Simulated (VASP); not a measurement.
Consider the following.

```xyz
2
Lattice="1.6057 -2.7812 0.0000 1.6057 2.7812 0.0000 0.0000 0.0000 5.1746" Properties=species:S:1:pos:R:3 pbc="T T T"
Zr     1.6057     0.9271     1.2937
Zr     1.6057    -0.9271     3.8810
```

The numbers are results of optB88-vdW, VASP's PBE PAW potentials (set 64) (plane waves; VASP), not measurements. Settings: 520 eV cut-off, 13×13×7 Γ-centred mesh, first-order Methfessel-Paxton smearing of 0.10 eV, potentials Zr_sv.

Q: Predict the energy per atom (σ→0), band gap (on the k-mesh) with the smallest direct gap where there is one.

A: 
- band gap (on the k-mesh) = none (metal, semimetal or under 0.01 eV)
- energy per atom (σ→0) = -5.757 eV/atom

The absolute energy has meaning only against runs of the same code, potentials and settings.

The compound is Zr in the hcp structure. It was relaxed first.
